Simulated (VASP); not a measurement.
## YNb under changes of volume

One of the cells (26.392 Å³/atom); the others are scaled copies at fixed shape and fractional positions:

```
CELL_PARAMETERS angstrom
0.00000 2.97733 2.97733
2.97733 0.00000 2.97733
2.97733 2.97733 0.00000
ATOMIC_POSITIONS crystal
Y 0.50000 0.50000 0.50000
Nb 0.00000 0.00000 0.00000
```

The cell was built by a generator and needn't be a form met in nature.

| Item | Value |
| --- | --- |
| Program | VASP 6.6.1 |
| Functional | PBE |
| Potentials or basis | VASP PAW PBE potentials, release 64 (Y_sv, Nb_sv) |
| Cutoff | 520 eV |
| k mesh | 8 × 8 × 8 |
| Occupations | fermi-dirac, width 0.05 eV |
| Spin | no spin polarisation |

```csv
volume (Å³/atom),energy over the lowest point (meV/atom),pressure (GPa)
24.322,?,?
24.840,5.56,2.3
25.357,0.00,1.1
26.392,0.20,-1.1
26.910,5.37,-2.1
27.427,13.52,-3.0
```

**Question.** What does the run at 24.322 Å³/atom give?

**Answer.** Energy over the lowest point 15.37 meV/atom; pressure 3.7 GPa.

Worked out: A Birch-Murnaghan fit of order 3 (a polynomial in V^(-2/3)) to the other rows has its minimum at 25.85 Å³/atom with B0 = V·E''(V) = 55 GPa and B' = 3.3. It gives 15.38 meV/atom at 24.322 Å³/atom, against the run's 15.37, and -dE/dV = 3.7 GPa, against 3.7.

Energies are extrapolated to zero smearing.
